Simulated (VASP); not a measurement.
Method: PBEsol GGA, VASP's PBE PAW potentials (set 64) (plane waves; VASP).

VASP ran on this input.

INCAR:
```
NELM = 100   # most electronic steps
LEFG = T
LWAVE = F
LMAXMIX = 4
LREAL = F   # projection in real space or not
LASPH = T   # aspherical one-centre terms
ENCUT = 400
ISMEAR = -5   # tetrahedra, Bloechl
GGA = PS   # PBEsol
ISIF = 2   # forces and stress, cell fixed
SYSTEM = Zn4STe3
EDIFF = 1E-7
ALGO = Normal   # blocked Davidson
LORBIT = 11
LCHARG = T
NEDOS = 601   # DOS grid
PREC = Accurate
```

### POSCAR
```
Zn4STe3
1
    5.8886339427     0.0000000000     0.0000000000
    0.0000000000     5.8886339427     0.0000000000
    0.0000000000     0.0000000000     5.8886339427
Zn Te S
4 3 1
Direct
  0.0165674375   0.9834325625   0.9834325625
  0.4834325625   0.5165674375   0.9834325625
  0.4834325625   0.9834325625   0.5165674375
  0.0165674375   0.5165674375   0.5165674375
  0.2500000000   0.2500000000   0.2500000000
  0.7500000000   0.7500000000   0.2500000000
  0.7500000000   0.2500000000   0.7500000000
  0.2500000000   0.7500000000   0.7500000000
```

### KPOINTS
```
Automatic mesh
0
Gamma
4 4 4
0 0 0
```

POTCAR, in this order: Zn Te S (PBE.64 set). Program: vasp_std.

The resulting files:

File OSZICAR:
```
       N       E                     dE             d eps       ncg     rms          rms(c)
DAV:   1     0.457594855125E+03    0.45759E+03   -0.27441E+04   860   0.152E+03
DAV:   2     0.249551502700E+02   -0.43264E+03   -0.42262E+03   887   0.357E+02
DAV:   3    -0.242138299688E+02   -0.49169E+02   -0.48707E+02   946   0.123E+02
DAV:   4    -0.260185773120E+02   -0.18047E+01   -0.17990E+01  1029   0.223E+01
DAV:   5    -0.260546123692E+02   -0.36035E-01   -0.36026E-01  1058   0.302E+00    0.109E+01
DAV:   6    -0.249938041427E+02    0.10608E+01   -0.36165E+00  1084   0.379E+01    0.827E+00
DAV:   7    -0.249999288661E+02   -0.61247E-02   -0.19374E+00   925   0.657E+00    0.353E+00
DAV:   8    -0.249842000304E+02    0.15729E-01   -0.67958E-02  1092   0.258E+00    0.104E+00
DAV:   9    -0.249836620072E+02    0.53802E-03   -0.24539E-02  1077   0.176E+00    0.284E-01
DAV:  10    -0.249835069213E+02    0.15509E-03   -0.23385E-03  1033   0.428E-01    0.165E-01
DAV:  11    -0.249836526659E+02   -0.14574E-03   -0.85498E-04  1005   0.117E-01    0.476E-02
DAV:  12    -0.249836298813E+02    0.22785E-04   -0.87652E-05  1045   0.548E-02    0.382E-02
DAV:  13    -0.249836456238E+02   -0.15743E-04   -0.39410E-05   916   0.449E-02    0.141E-02
DAV:  14    -0.249836436082E+02    0.20156E-05   -0.81284E-06  1093   0.357E-02    0.316E-03
DAV:  15    -0.249836439766E+02   -0.36844E-06   -0.28179E-06   954   0.672E-03    0.401E-03
DAV:  16    -0.249836438171E+02    0.15948E-06   -0.56290E-07   807   0.728E-03    0.218E-03
DAV:  17    -0.249836438620E+02   -0.44824E-07   -0.86576E-08   505   0.191E-03
   1 F= -.24983644E+02 E0= -.24983644E+02  d E =0.000000E+00
```

OUTCAR:
```
------------------------ aborting loop because EDIFF is reached ----------------------------------------
  FORCE on cell =-STRESS in cart. coord.  units (eV):
  Direction    XX          YY          ZZ          XY          YZ          ZX
  --------------------------------------------------------------------------------------
  Total        0.0013627      0.0013627      0.0013627     -0.0000000      0.0000000      0.0000000
  in kB        0.0106926      0.0106926      0.0106926     -0.0000000      0.0000000      0.0000000
  external PRESSURE =       0.0106926 kB  Pullay stress =       0.0000000 kB
  volume of cell :      204.19
      direct lattice vectors                 reciprocal lattice vectors
     5.888633943  0.000000000  0.000000000     0.169818673  0.000000000  0.000000000
     0.000000000  5.888633943  0.000000000     0.000000000  0.169818673  0.000000000
     0.000000000  0.000000000  5.888633943     0.000000000  0.000000000  0.169818673
 POSITION                                       TOTAL-FORCE (eV/Angst)
 -----------------------------------------------------------------------------------
      0.09756      5.79107      5.79107        -0.011224      0.011224      0.011224
      2.84676      3.04188      5.79107         0.011224     -0.011224      0.011224
      2.84676      5.79107      3.04188         0.011224      0.011224     -0.011224
      0.09756      3.04188      3.04188        -0.011224     -0.011224     -0.011224
      1.47216      1.47216      1.47216        -0.000000     -0.000000      0.000000
      4.41648      4.41648      1.47216        -0.000000     -0.000000      0.000000
      4.41648      1.47216      4.41648        -0.000000     -0.000000     -0.000000
      1.47216      4.41648      4.41648        -0.000000     -0.000000     -0.000000
 -----------------------------------------------------------------------------------
    total drift:                               -0.000001     -0.000001     -0.000000
  FREE ENERGIE OF THE ION-ELECTRON SYSTEM (eV)
  ---------------------------------------------------
  free  energy   TOTEN  =       -24.9836438620 eV

  energy  without entropy=      -24.9836438620  energy(sigma->0) =      -24.98364386

 total charge

# of ion       s       p       d       tot
------------------------------------------
    1        0.551   0.454   9.768  10.773
    2        0.551   0.454   9.768  10.773
    3        0.551   0.454   9.768  10.773
    4        0.551   0.454   9.768  10.773
    5        1.345   2.091   0.031   3.467
    6        1.345   2.091   0.031   3.467
    7        1.345   2.091   0.031   3.467
    8        1.315   2.364   0.000   3.679
--------------------------------------------------
tot          7.556  10.452  39.163  57.171

 Electric field gradients after diagonalization (V/A^2)
 (convention: |V_zz| > |V_xx| > |V_yy|)
----------------------------------------------------------------------
 ion       V_xx      V_yy      V_zz     asymmetry (V_yy - V_xx)/ V_zz
----------------------------------------------------------------------
   1       1.813     1.813    -3.626       0.000
   2       1.813     1.813    -3.626       0.000
   3       1.813     1.813    -3.626       0.000
   4       1.813     1.813    -3.626       0.000
   5      49.001    49.001   -98.001       0.000
   6      49.001    49.001   -98.001       0.000
   7      49.001    49.001   -98.001       0.000
   8       0.000     0.000    -0.000       0.097
```
(Selected blocks of OUTCAR.)

The structure was generated: Zn4STe3 was put into an ordered model structure (P-43m), which need not be its known phase. It was relaxed first.
